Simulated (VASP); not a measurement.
SrVO3 (cubic perovskite) is relaxed at rising pressure, each step from the one before. Symmetry mostly holds the structure type, and other phases were not tried. The mesh follows the cell, and a change of mesh leaves a small step in the series.

Given:

SrVO₃ is taken in the cubic space group Pm-3m (No. 221), the cubic perovskite structure, Pearson symbol cP5. Lattice parameters: a = b = c = 3.7792 Å, α = β = γ = 90.00°. Sr on 1a is coordinated by 12 O at 2.672 Å (cuboctahedral). V on 1b sees 6 O at 1.890 Å (octahedral). O on 3c has 2 V at 1.890 Å and 4 Sr at 2.672 Å (octahedral). (Neighbours: up to the widest gap in distance over summed covalent radii, below 1.35, at either atom; cation-cation and far metal-metal contacts left out.)

Computed with LDA (Ceperley-Alder, Perdew-Zunger), VASP's LDA PAW potentials (set 64) (plane waves; VASP). Numerical set-up: 620 eV cut-off, 8×8×8 Γ-centred mesh, first-order Methfessel-Paxton smearing of 0.10 eV, potentials Sr_sv V_sv O.

| P (GPa) | V (Å³/atom) | H − H(0) (eV/atom) | space group | gap on the mesh (eV) | k-mesh |
|---|---|---|---|---|---|
| 0 | 10.80 | 0.000 | Pm-3m | 0.00 | 8×8×8 |
| 5 | 10.56 | 0.334 | Pm-3m | 0.00 | 8×8×8 |
| 10 | 10.36 | 0.661 | Pm-3m | 0.00 | 8×8×8 |
| 20 | 10.00 | 1.297 | Pm-3m | 0.00 | 8×8×8 |
| 30 | 9.70 | 1.912 | Pm-3m | 0.00 | 8×8×8 |
| 45 | 9.31 | 2.806 | Pm-3m | 0.00 | 9×9×9 |

Pressures at which the relaxation failed are left out.

The compound is SrVO3 in the cubic perovskite structure. The run is not spin-polarised, so no magnetic state was tried. The electron count is odd and the run is not spin-polarised, which forces a metal.
